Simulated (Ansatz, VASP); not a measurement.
# Cross-check of As (arsenene) between VASP and Ansatz, part 2 of 2

Aim: how closely do two programs agree when they are given the same cell, functional and k mesh?

VASP 6.6.1 and Ansatz 0.2.0.

So far: Starting point; VASP: band structure, PBE with D3(BJ); Ansatz: band structure, PBE with D3(BJ).

## (4) Differences

Known differences besides the potentials themselves: the data sets hold 30 valence electrons in Ansatz (default PAW (the set named soft_2) files) and 10 in VASP; the cutoff is 420 eV in Ansatz and 350 eV in VASP (PREC = Normal); VASP leaves aspherical gradient terms in its spheres out (LASPH is not set), Ansatz keeps them. Total energies have different zeros and are not compared.

Both answers:

| quantity | Ansatz | VASP | difference |
| --- | --- | --- | --- |
| gap over the path points (eV) | 1.508 | 1.508 | 0.000 |

Levels at points of the path, from each program's valence-band top (eV; 4 filled, then empty):

| k (reciprocal lattice) | Ansatz | VASP |
| --- | --- | --- |
| 0.000 0.000 0.000 | -7.36 -0.76 0.00 0.00 2.03 3.48 3.48 | -7.32 -0.73 0.00 0.00 2.01 3.49 3.49 |
| 0.038 0.000 0.000 | -7.35 -0.75 -0.25 -0.05 2.25 3.43 3.53 | -7.32 -0.72 -0.26 -0.05 2.23 3.44 3.54 |
| 0.077 0.000 0.000 | -7.34 -0.81 -0.72 -0.18 2.59 3.37 3.67 | -7.31 -0.81 -0.69 -0.18 2.58 3.38 3.68 |
| 0.154 0.000 0.000 | -7.32 -2.08 -0.62 -0.61 2.33 3.98 4.05 | -7.29 -2.08 -0.61 -0.59 2.33 3.98 4.06 |
| 0.192 0.000 0.000 | -7.35 -2.65 -0.84 -0.58 2.02 4.22 4.24 | -7.31 -2.66 -0.85 -0.55 2.02 4.23 4.25 |
| 0.269 0.000 0.000 | -7.57 -3.50 -1.29 -0.63 1.58 4.19 4.43 | -7.54 -3.50 -1.29 -0.59 1.58 4.19 4.44 |
| 0.308 0.000 0.000 | -7.80 -3.72 -1.48 -0.77 1.51 3.94 4.46 | -7.78 -3.72 -1.48 -0.74 1.51 3.94 4.48 |
| 0.346 0.000 0.000 | -8.11 -3.80 -1.64 -0.98 1.54 3.67 4.48 | -8.10 -3.79 -1.64 -0.95 1.54 3.67 4.49 |
| 0.423 0.000 0.000 | -8.83 -3.70 -1.86 -1.49 1.77 3.19 4.46 | -8.82 -3.68 -1.86 -1.46 1.76 3.20 4.48 |
| 0.462 0.000 0.000 | -9.11 -3.62 -1.91 -1.67 1.88 3.04 4.45 | -9.10 -3.59 -1.92 -1.64 1.87 3.05 4.47 |

At this near-relaxed geometry the largest component of a force difference is 96 meV/Å. Among the levels compared at these points, filled levels agree within 36 meV and empty ones within 19 meV.

## (5) What the set-up changes

Further runs change the set-up of one program: Ansatz's method, potentials or start, or VASP's data sets, cutoff or form of LDA. The table gives Ansatz less VASP for each quantity, since a change that brings one quantity closer may part another.

| run | r.m.s. force difference (meV/Å) | gap over the path points (eV) |
| --- | --- | --- |
| as above | 55 | -1.0e-4 |
| Ansatz's larger PAW set (cutoff 580 eV) | 58 | 2.0e-4 |
| norm-conserving potentials (cutoff 1143 eV) | 53 | -0.010 |

## (6) VASP: band structure, PBE with D3(BJ), spin-orbit coupling

Levels along a path test the potential and the projectors away from the mesh points.

File INCAR:

```
SYSTEM = As
PREC = Normal
ENCUT = 350
EDIFF = 1E-06
NELM = 120
ISMEAR = 0
SIGMA = 0.03
LREAL = .FALSE.
ALGO = Fast
GGA = PE
IVDW = 12
LNONCOLLINEAR = .TRUE.
MAGMOM = 0 0 0 0 0 0
NBANDS = 22
GGA_COMPAT = .FALSE.
LASPH = .TRUE.
LSORBIT = .TRUE.
LWAVE = .FALSE.
LCHARG = .FALSE.
KPAR = 4
IDIPOL = 3
LDIPOL = .TRUE.
DIPOL = 0.5 0.5 0.5
```

File POSCAR:

```
As
1.0
    3.5727533889      0.0000000000      0.0000000000
   -1.7863766944      3.0940951963      0.0000000000
    0.0000000000      0.0000000000     22.0000000000
As
2
Direct
    0.3333333333      0.6666666667      0.4680671379
    0.6666666667      0.3333333333      0.5319328621
```

File KPOINTS:

```
Automatic mesh
0
Gamma
12 12 1
0 0 0
```

File KPOINTS_OPT:

```
Line mode
14
Line-mode
Reciprocal
  0.00000000   0.00000000   0.00000000 GAMMA
  0.50000000   0.00000000   0.00000000 M

  0.50000000   0.00000000   0.00000000 M
  0.33333333   0.33333333   0.00000000 K

  0.33333333   0.33333333   0.00000000 K
  0.00000000   0.00000000   0.00000000 GAMMA
```

PAW data sets: As (PBE family, release 64).

On the command line:

```sh
> mpirun -np 4 vasp_ncl
```

Numbers of over 12 decimals in the logs are rounded to 6 here.

The log of the run:

```text
[banner, memory and clock lines left out]
running    4 mpi-ranks, on    1 nodes
[...]
LDA part: xc-table for (Slater+PW92), standard interpolation
 POSCAR, INCAR and KPOINTS ok, starting setup
[...]
entering main loop
       N       E                     dE             d eps       ncg     rms          rms(c)
DAV:   1     0.560898438932E+02    0.56090E+02   -0.22587E+03   836   0.438E+02
DAV:   2    -0.208810776451E+01   -0.58178E+02   -0.53954E+02  1266   0.101E+02
DAV:   3    -0.924899534995E+01   -0.71609E+01   -0.71206E+01  1184   0.417E+01
DAV:   4    -0.941415105684E+01   -0.16516E+00   -0.16503E+00  1098   0.771E+00
[...]
RMM:  17    -0.935334140569E+01   -0.10147E-04   -0.51387E-07   944   0.221E-03    0.699E-04
RMM:  18    -0.935334587342E+01   -0.44677E-05   -0.22092E-07   883   0.140E-03    0.322E-04
RMM:  19    -0.935334650655E+01   -0.63313E-06   -0.23471E-08   698   0.756E-04
   1 F= -.97766167E+01 E0= -.97766167E+01  d E =-.123334E-10  mag=    -0.0000    -0.0000     0.0000
 Start KPOINTS_OPT (optional k-point list driver)
k-point batch [1-19\42]
       N       E                     dE             ncg
DAV:   1    -0.493828406710E+03   -0.35172E+04      836
DAV:   2    -0.150996159688E+04   -0.10161E+04     1286
DAV:   3    -0.164414743632E+04   -0.13419E+03     1078
DAV:   4    -0.164742082453E+04   -0.32734E+01     1132
DAV:   5    -0.164747195842E+04   -0.51134E-01     1110
DAV:   6    -0.164747335088E+04   -0.13925E-02     1100
DAV:   7    -0.164747339026E+04   -0.39378E-04     1118
DAV:   8    -0.164747339210E+04   -0.18449E-05      974
DAV:   9    -0.164747339221E+04   -0.11008E-06      726
[...]
k-point batch [39-42\42]
       N       E                     dE             ncg
DAV:   1     0.335163272625E+04   -0.16849E+03      176
DAV:   2     0.319570555864E+04   -0.15593E+03      290
DAV:   3     0.316922557789E+04   -0.26480E+02      226
DAV:   4     0.316848517588E+04   -0.74040E+00      256
DAV:   5     0.316847986398E+04   -0.53119E-02      214
DAV:   6     0.316847973403E+04   -0.12995E-03      266
DAV:   7     0.316847973334E+04   -0.68656E-06      212
```

OUTCAR, selected parts (step 6):

```text
 Edisp (eV)   -0.42327

  Total       0.00902     0.00902    -0.01313     0.00000     0.00000     0.00000
  in kB       0.05939     0.05939    -0.08651     0.00000     0.00000     0.00000
  external pressure =        0.01 kB  Pullay stress =        0.00 kB

 POSITION                                       TOTAL-FORCE (eV/Angst)
 -----------------------------------------------------------------------------------
     -0.00000      2.06273     10.29748         0.000000      0.000000      0.003363
      1.78638      1.03137     11.70252        -0.000000     -0.000000     -0.003363
 -----------------------------------------------------------------------------------
    total drift:                               -0.000000      0.000000      0.000000

  FREE ENERGIE OF THE ION-ELECTRON SYSTEM (eV)
  ---------------------------------------------------
  free  energy   TOTEN  =        -9.7766167373 eV

  energy  without entropy=       -9.7766167373  energy(sigma->0) =       -9.77661674

[... 1 part as in an earlier step ...]

[... 2 further parts left out ...]
[key lines of the parts left out:]
E-fermi :  -3.2683
```

## (7) Ansatz: band structure, PBE with D3(BJ), spin-orbit coupling

The same cell, functional, mesh and smearing now go to Ansatz, which takes its cutoff from its data sets.

File input.yaml:

```yaml
crystal:
  lattice:
    - [3.5727533889, 0.0, 0.0]
    - [-1.7863766944, 3.0940951963, 0.0]
    - [0.0, 0.0, 22.0]
  atoms:
    - { symbol: As, position: [0.3333333333, 0.6666666667, 0.4680671379] }
    - { symbol: As, position: [0.6666666667, 0.3333333333, 0.5319328621] }
hamiltonian:
  xc: pbe
  pseudopotentials: { kind: paw_fr }
  dispersion: d3bj
magnetization:
  noncollinear: true
  spin_orbit: true
kpoints:
  mp_grid: { grid: [12, 12, 1] }
  band_path:
    path:
      - [0.0, 0.0, 0.0]
      - [0.03846, 0.0, 0.0]
      - [0.07692, 0.0, 0.0]
      - [0.15385, 0.0, 0.0]
      - [0.19231, 0.0, 0.0]
      - [0.26923, 0.0, 0.0]
      - [0.30769, 0.0, 0.0]
      - [0.34615, 0.0, 0.0]
      - [0.42308, 0.0, 0.0]
      - [0.46154, 0.0, 0.0]
      - [0.5, 0.0, 0.0]
      - [0.48718, 0.02564, 0.0]
      - [0.47436, 0.05128, 0.0]
      - [0.44872, 0.10256, 0.0]
      - [0.4359, 0.12821, 0.0]
      - [0.41026, 0.17949, 0.0]
      - [0.39744, 0.20513, 0.0]
      - [0.37179, 0.25641, 0.0]
      - [0.35897, 0.28205, 0.0]
      - [0.34615, 0.30769, 0.0]
      - [0.33333, 0.33333, 0.0]
      - [0.30769, 0.30769, 0.0]
      - [0.25641, 0.25641, 0.0]
      - [0.23077, 0.23077, 0.0]
      - [0.20513, 0.20513, 0.0]
      - [0.15385, 0.15385, 0.0]
      - [0.12821, 0.12821, 0.0]
      - [0.07692, 0.07692, 0.0]
      - [0.05128, 0.05128, 0.0]
      - [0.0, 0.0, 0.0]
    npoints: 1
scf:
  occupations: { method: gaussian, width: 0.03 }
  n_extra_bands: 14
efield:
  axis: 3
  dipole_correction: true
  ramp_width: 0.04
output:
  forces: true
  eigenvalues: true
```

On the command line:

```sh
> ansatz run input.yaml --threads 2 --pin off --max-ram 4608MiB --backend cpu --events-out ev --progress --plain --runs-dir out
```

The log of the run:

```text
[...]
non-collinear run that drives no moment, with spin-orbit: no starting moment large enough to seed its density (crystal.atoms[].spin), no starting occupations that ask for one, no magnetisation constraint and no magnetic field, so the semilocal B_xc is pinned to zero
Crystal: 2 atoms, lattice volume = 243.198 Å³
[...]
k-point 1: bands = [... 26 lower, -3.2444, -3.2444, -2.7437, -2.7437, 0.0548, 0.0548, 0.8123, 0.8123, ... 10 higher]
  k-point 2: bands = [... 26 lower, -3.3034, -3.3034, -3.0963, -3.0963, -0.3375, -0.3375, 1.4851, 1.4851, ... 10 higher]
  k-point 18: bands = [... 26 lower, -4.7310, -4.7309, -4.6585, -4.6585, -0.7290, -0.7290, 1.8701, 1.8701, ... 10 higher]
[key lines of the parts left out:]
SCF converged after 9 iterations
Magnetization: |M| = 0.0000 μB,  M = (+0.0000, +0.0000, +0.0000) μB
Free energy (F): -9712.942816 eV
Fermi energy:    -1.733955 eV
Dipole field:    D = -0.000035 V/Å  (p = -0.000048 e·Å, saw-weighted, corrected)
Work function:   Φ+ = 4.4038 eV   Φ− = 4.4031 eV
```

Run time: 55 s. Hardware: 2 threads of Arm Neoverse V2, shared host; peak memory 0.91 GiB.

## (8) Differences

What differs besides the data sets and the points named for the pairs above, as far as they apply: spin-orbit coupling enters by fully relativistic files in Ansatz and inside the spheres in VASP; the data sets hold 30 valence electrons in Ansatz (fully relativistic PAW (standard-fr) files) and 10 in VASP. Total energies have different zeros and are not compared.

The two programs side by side:

| quantity | Ansatz | VASP | difference |
| --- | --- | --- | --- |
| gap over the path points (eV) | 1.381 | 1.385 | -0.004 |

Levels at points of the path, from each program's valence-band top (eV; 8 filled, then empty):

| k (reciprocal lattice) | Ansatz | VASP |
| --- | --- | --- |
| 0.000 0.000 0.000 | -7.48 -7.48 -0.92 -0.92 -0.22 -0.22 0.00 0.00 1.90 1.90 3.24 3.24 3.48 3.48 | -7.45 -7.45 -0.89 -0.89 -0.22 -0.22 0.00 0.00 1.89 1.89 3.25 3.25 3.49 3.49 |
| 0.038 0.000 0.000 | -7.48 -7.48 -0.92 -0.92 -0.40 -0.40 -0.12 -0.12 2.11 2.11 3.23 3.23 3.48 3.48 | -7.44 -7.44 -0.89 -0.89 -0.40 -0.40 -0.12 -0.12 2.10 2.10 3.25 3.25 3.49 3.49 |
| 0.077 0.000 0.000 | -7.46 -7.46 -1.02 -1.02 -0.80 -0.80 -0.28 -0.28 2.45 2.45 3.23 3.23 3.57 3.57 | -7.43 -7.43 -1.01 -1.01 -0.78 -0.78 -0.28 -0.28 2.45 2.45 3.23 3.23 3.58 3.58 |
| 0.154 0.000 0.000 | -7.45 -7.45 -2.21 -2.21 -0.83 -0.83 -0.64 -0.64 2.19 2.19 3.82 3.82 3.95 3.95 | -7.41 -7.41 -2.22 -2.22 -0.82 -0.82 -0.63 -0.63 2.20 2.20 3.83 3.83 3.96 3.96 |
| 0.192 0.000 0.000 | -7.47 -7.47 -2.79 -2.79 -1.00 -1.00 -0.67 -0.67 1.89 1.89 4.05 4.05 4.16 4.16 | -7.44 -7.44 -2.79 -2.79 -1.00 -1.00 -0.65 -0.65 1.90 1.90 4.06 4.06 4.18 4.18 |
| 0.269 0.000 0.000 | -7.69 -7.69 -3.63 -3.63 -1.43 -1.43 -0.74 -0.74 1.45 1.45 4.05 4.05 4.31 4.31 | -7.67 -7.67 -3.63 -3.63 -1.43 -1.43 -0.71 -0.71 1.46 1.46 4.06 4.06 4.33 4.33 |
| 0.308 0.000 0.000 | -7.92 -7.92 -3.85 -3.85 -1.62 -1.62 -0.88 -0.88 1.38 1.38 3.81 3.81 4.34 4.34 | -7.91 -7.91 -3.84 -3.84 -1.62 -1.62 -0.85 -0.85 1.39 1.39 3.82 3.82 4.36 4.36 |
| 0.346 0.000 0.000 | -8.24 -8.24 -3.93 -3.93 -1.78 -1.78 -1.10 -1.10 1.41 1.41 3.54 3.54 4.35 4.35 | -8.22 -8.22 -3.92 -3.92 -1.78 -1.78 -1.07 -1.07 1.42 1.42 3.54 3.54 4.37 4.37 |
| 0.423 0.000 0.000 | -8.95 -8.95 -3.83 -3.83 -2.01 -2.01 -1.59 -1.59 1.64 1.64 3.06 3.06 4.33 4.33 | -8.94 -8.94 -3.81 -3.81 -2.01 -2.01 -1.57 -1.57 1.64 1.64 3.08 3.08 4.35 4.35 |
| 0.462 0.000 0.000 | -9.23 -9.23 -3.74 -3.74 -2.08 -2.08 -1.76 -1.76 1.75 1.75 2.91 2.91 4.32 4.32 | -9.23 -9.23 -3.72 -3.72 -2.07 -2.07 -1.74 -1.74 1.75 1.75 2.93 2.93 4.34 4.34 |

At this near-relaxed geometry the largest component of a force difference is 92 meV/Å. Among the levels compared at these points, filled levels agree within 34 meV and empty ones within 21 meV.

## (9) Further runs

Further runs change the set-up of one program: Ansatz's method, potentials or start, or VASP's data sets, cutoff or form of LDA. The table gives Ansatz less VASP for each quantity, since a change that brings one quantity closer may part another.

| run | r.m.s. force difference (meV/Å) | gap over the path points (eV) |
| --- | --- | --- |
| as above | 53 | -0.0042 |
| Ansatz's larger PAW set (cutoff 580 eV) | 56 | -0.0038 |
| norm-conserving potentials (cutoff 1143 eV) | 41 | -0.016 |

## (10) VASP: single point, PBE with D3(BJ)

A single point gives forces, pressure and levels at one fixed geometry, so differences don't come from the geometry; what else differs is listed under the comparison.

File INCAR:

```
SYSTEM = As
PREC = Normal
ENCUT = 350
EDIFF = 1E-05
NELM = 120
ISMEAR = 0
SIGMA = 0.03
LREAL = .FALSE.
ALGO = Fast
GGA = PE
IVDW = 12
NBANDS = 16
LORBIT = 11
LWAVE = .FALSE.
LCHARG = .FALSE.
KPAR = 4
IDIPOL = 3
LDIPOL = .TRUE.
DIPOL = 0.5 0.5 0.5
```

File POSCAR:

```
As
1.0
    3.5727533889      0.0000000000      0.0000000000
   -1.7863766944      3.0940951963      0.0000000000
    0.0000000000      0.0000000000     22.9100918648
As
4
Direct
    0.3333333300      0.6666666700      0.3710155400
    0.6666666700      0.3333333300      0.4323442300
    0.6666666700      0.3333333300      0.5676557700
    0.3333333300      0.6666666700      0.6289844600
```

KPOINTS is that of step 6.

On the command line:

```sh
> mpirun -np 4 vasp_std
```

The log of the run:

```text
[banner, memory and clock lines left out]
running    4 mpi-ranks, on    1 nodes
[...]
LDA part: xc-table for (Slater+PW92), standard interpolation
 POSCAR, INCAR and KPOINTS ok, starting setup
[...]
entering main loop
       N       E                     dE             d eps       ncg     rms          rms(c)
DAV:   1     0.107060069111E+03    0.10706E+03   -0.53937E+03   608   0.661E+02
DAV:   2    -0.720933674090E+01   -0.11427E+03   -0.10968E+03   864   0.140E+02
DAV:   3    -0.182729023275E+02   -0.11064E+02   -0.10961E+02   848   0.519E+01
DAV:   4    -0.184800146358E+02   -0.20711E+00   -0.20679E+00   856   0.851E+00
[...]
RMM:  14    -0.183487763524E+02   -0.14591E-04   -0.86751E-06   478   0.945E-03    0.253E-03
RMM:  15    -0.183487878633E+02   -0.11511E-04   -0.43126E-06   435   0.740E-03    0.122E-03
RMM:  16    -0.183487896520E+02   -0.17887E-05   -0.48852E-07   188   0.376E-03
   1 F= -.19461459E+02 E0= -.19461459E+02  d E =-.110233E-20
```

Parts of OUTCAR (step 10):

```text
 Edisp (eV)   -1.11267

  Total       0.48318     0.48318     2.42392     0.00000     0.00000     0.00000
  in kB       3.05671     3.05671    15.33438     0.00000     0.00000     0.00000
  external pressure =        7.15 kB  Pullay stress =        0.00 kB

 POSITION                                       TOTAL-FORCE (eV/Angst)
 -----------------------------------------------------------------------------------
     -0.00000      2.06273      8.50000         0.000000     -0.000000     -0.138757
      1.78638      1.03137      9.90505        -0.000000      0.000000     -0.521561
      1.78638      1.03137     13.00505        -0.000000      0.000000      0.521561
     -0.00000      2.06273     14.41009         0.000000     -0.000000      0.138757
 -----------------------------------------------------------------------------------
    total drift:                               -0.000001      0.000001      0.000000

  FREE ENERGIE OF THE ION-ELECTRON SYSTEM (eV)
  ---------------------------------------------------
  free  energy   TOTEN  =       -19.4614589673 eV

  energy  without entropy=      -19.4614589673  energy(sigma->0) =      -19.46145897

[... 3 further parts left out ...]
[key lines of the parts left out:]
E-fermi :  -1.1561
```

## (11) Ansatz: single point, PBE with D3(BJ)

The same cell, functional, mesh and smearing now go to Ansatz, which takes its cutoff from its data sets.

File input.yaml:

```yaml
crystal:
  lattice:
    - [3.5727533889, 0.0, 0.0]
    - [-1.7863766944, 3.0940951963, 0.0]
    - [0.0, 0.0, 22.9100918648]
  atoms:
    - { symbol: As, position: [0.33333333, 0.66666667, 0.37101554] }
    - { symbol: As, position: [0.66666667, 0.33333333, 0.43234423] }
    - { symbol: As, position: [0.66666667, 0.33333333, 0.56765577] }
    - { symbol: As, position: [0.33333333, 0.66666667, 0.62898446] }
hamiltonian:
  xc: pbe
  pseudopotentials: { kind: paw }
  dispersion: d3bj
kpoints:
  mp_grid: { grid: [12, 12, 1] }
scf:
  occupations: { method: gaussian, width: 0.03 }
  n_extra_bands: 5
efield:
  axis: 3
  dipole_correction: true
  ramp_width: 0.04
output:
  forces: true
  eigenvalues: true
```

On the command line:

```sh
> ansatz run input.yaml --threads 2 --pin off --max-ram 4608MiB --backend cpu --events-out ev --progress --plain --runs-dir out
```

The log of the run:

```text
[...]
Crystal: 4 atoms, lattice volume = 253.258 Å³
Basis set: ecut = 420 eV, 4871 PW (Γ), exchange–correlation on 48×48×320 points (8 copies of the dense FFT grid, shifted against one another)
Bands: 35, of which v1, the nominal top of the filled ones, is band 30 counted from 1 (29 counted from 0)
Symmetry: 6 space group operations
[...]
k-point 1: bands = [... 26 lower, -0.9741, -0.4369, -0.2842, 0.3863, 2.3624, 2.8991, 3.0690, 3.3652, ... 1 higher]
  k-point 2: bands = [... 26 lower, -1.5765, -0.9090, -0.7562, 0.4187, 1.8550, 2.4122, 3.7189, 3.8038, ... 1 higher]
  k-point 18: bands = [... 26 lower, -3.3081, -2.5080, -2.1148, -1.4476, 1.0951, 2.1551, 3.5114, 3.7134, ... 1 higher]
[key lines of the parts left out:]
SCF converged after 9 iterations
Free energy (F): -19425.342836 eV
Fermi energy:    0.696848 eV
Dipole field:    D = 0.000006 V/Å  (p = 0.000008 e·Å, saw-weighted, corrected)
Work function:   Φ+ = 4.4743 eV   Φ− = 4.4744 eV
```

The job ended after 9.6 s (2 threads; peak memory 0.47 GiB).

## (12) Comparison

What differs besides the data sets and the points named for the pairs above, as far as they apply: the data sets hold 60 valence electrons in Ansatz (default PAW (the set named soft_2) files) and 20 in VASP. Total energies have different zeros and are not compared.

Both answers:

| quantity | Ansatz | VASP | difference |
| --- | --- | --- | --- |
| gap on the k mesh (eV) | 0.510 | 0.483 | +0.027 |

Forces (eV/Å; atoms numbered as in POSCAR):

| atom | Ansatz x, y, z | VASP x, y, z |
| --- | --- | --- |
| As1 | 0.000, 0.000, -0.046 | 0.000, 0.000, -0.139 |
| As2 | 0.000, 0.000, -0.618 | 0.000, 0.000, -0.522 |
| As3 | 0.000, 0.000, 0.618 | 0.000, 0.000, 0.522 |
| As4 | 0.000, 0.000, 0.046 | 0.000, 0.000, 0.139 |

The forces differ by 55 meV/Å r.m.s., which is 24.9 % of the r.m.s. force of 0.22 eV/Å (both taken over all components). A gap on the mesh is an upper bound, since the band edges may lie between its points.

## (13) What the set-up changes

Further runs change the set-up of one program: Ansatz's method, potentials or start, or VASP's data sets, cutoff or form of LDA. The table gives Ansatz less VASP for each quantity, since a change that brings one quantity closer may part another.

| run | r.m.s. force difference (meV/Å) | gap on the k mesh (eV) |
| --- | --- | --- |
| as above | 55 | 0.027 |
| Ansatz's larger PAW set (cutoff 580 eV) | 57 | 0.031 |
| norm-conserving potentials (cutoff 1143 eV) | 50 | 0.018 |

## (14) Results

| Property | Result |
| --- | --- |
| r.m.s. force difference (band structure, PBE with D3(BJ)) | 55 meV/Å |
| r.m.s. force difference (band structure, PBE with D3(BJ), spin-orbit coupling) | 53 meV/Å |
| r.m.s. force difference (single point, PBE with D3(BJ)) | 25 % of the r.m.s. force |

In words: The r.m.s. force difference is 25 % of the r.m.s. force (single point, PBE with D3(BJ)), beyond the 3 % picked in this series as the mark of a large difference. Band structure, PBE with D3(BJ), Ansatz's larger PAW set (cutoff 580 eV): the difference in gap over the path points goes from -1.0e-4 to 2.0e-4 eV. Band structure, PBE with D3(BJ), norm-conserving potentials (cutoff 1143 eV): the difference in gap over the path points goes from -1.0e-4 to -0.010 eV. Band structure, PBE with D3(BJ), spin-orbit coupling, norm-conserving potentials (cutoff 1143 eV): the difference in gap over the path points goes from -0.0042 to -0.016 eV. Single point, PBE with D3(BJ), norm-conserving potentials (cutoff 1143 eV): the difference in gap on the k mesh goes from 0.027 to 0.018 eV. Such differences can come from data sets, numerical settings and the points named under the comparisons, not from the functional's error against experiment.

[Lines on the potential files, build, host, timing and source positions are cut from VASP's logs without a mark.]

[Logs are printed without paths, hosts, clocks, repeated set-up lines and the standing remarks that a program may print on its own settings, such as how far it seeks lower states.]

[Hosts, paths, dates, database ids (printed as entryN), source tags and the programs' standing remarks are cut or masked in the printed files.]
